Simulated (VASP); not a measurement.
Ta (bcc) is relaxed at rising pressure, each step from the one before. Symmetry mostly holds the structure type, and other phases were not tried. The mesh follows the cell, and a change of mesh leaves a small step in the series.

Given:

```
Ta
1.0
   -1.65901     1.65901     1.65901
    1.65901    -1.65901     1.65901
    1.65901     1.65901    -1.65901
Ta
1
Direct
  0.00000   0.00000   0.00000
```

All values below come from PBE GGA, VASP's PBE PAW potentials (set 64) (plane waves; VASP 6.6.1). Numerical set-up: 500 eV cut-off, 15×15×15 Γ-centred mesh, first-order Methfessel-Paxton smearing of 0.10 eV, potentials Ta_pv.

Unless said otherwise, spin-orbit coupling is left out, though it shifts the bands of the heavy elements here.

```csv
P (GPa),V (Å³/atom),H − H(0) (eV/atom),space group,gap on the mesh (eV),k-mesh
0,18.26,0.000,Im-3m,0.00,15×15×15
5,17.83,0.563,Im-3m,0.00,15×15×15
10,17.47,1.118,Im-3m,0.00,16×16×16
20,16.77,2.186,Im-3m,0.00,16×16×16
30,?,?,Im-3m,0.00,16×16×16
45,?,?,Im-3m,0.00,16×16×16
```

Question: Some entries are withheld; supply them.

Answer: 
- 45, V (Å³/atom): 15.44
- 45, H − H(0) (eV/atom): 4.693
- 30, V (Å³/atom): 16.18
- 30, H − H(0) (eV/atom): 3.214

Pressures at which the relaxation failed are left out.

The compound is Ta in the bcc structure.
